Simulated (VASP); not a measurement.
Level of theory: vdW-DF-cx, VASP's PBE PAW potentials (set 64) (plane waves; VASP 6.6.1).

The input files of a VASP run:

**KPOINTS**
```
Automatic mesh
0
Gamma
13 13 7
0 0 0
```

### INCAR
```
SYSTEM = Hf
PREC = Accurate
ENCUT = 520
EDIFF = 1E-7
NELM = 100
ALGO = Normal
LREAL = .FALSE.
LASPH = .TRUE.
ISMEAR = 1
SIGMA = 0.1
GGA = CX
LUSE_VDW = .TRUE.
AGGAC = 0.0
LMAXMIX = 6
LWAVE = .FALSE.
LCHARG = .FALSE.
ISIF = 4
IBRION = 2
NSW = 30
EDIFFG = -0.01
```

POSCAR:
```
Hf
1
    1.5491671001    -2.6832360904     0.0000000000
    1.5491671001     2.6832360904     0.0000000000
    0.0000000000     0.0000000000     4.8994306281
Hf
2
Direct
  0.3333330000   0.6666670000   0.2500000000
  0.6666670000   0.3333330000   0.7500000000
```

POTCAR, in this order: Hf_pv (PBE.64 set). Program: vasp_std.

Q: What will the output report for the number of irreducible k-points (NKPTS), largest plane-wave count, number of space-group operations, FFT grid (NGX, NGY, NGZ)?

A: 
```yaml
number of irreducible k-points (NKPTS): 84
largest_plane_wave_count: 1113
number_of_space_group_operations: 24
FFT grid (NGX, NGY, NGZ): 24 × 24 × 36
```

The compound is Hf in the hcp structure. This cell is one point of a volume scan, at 0.94 of the reference volume. Symmetry was kept, so distortions that lower it aren't found.
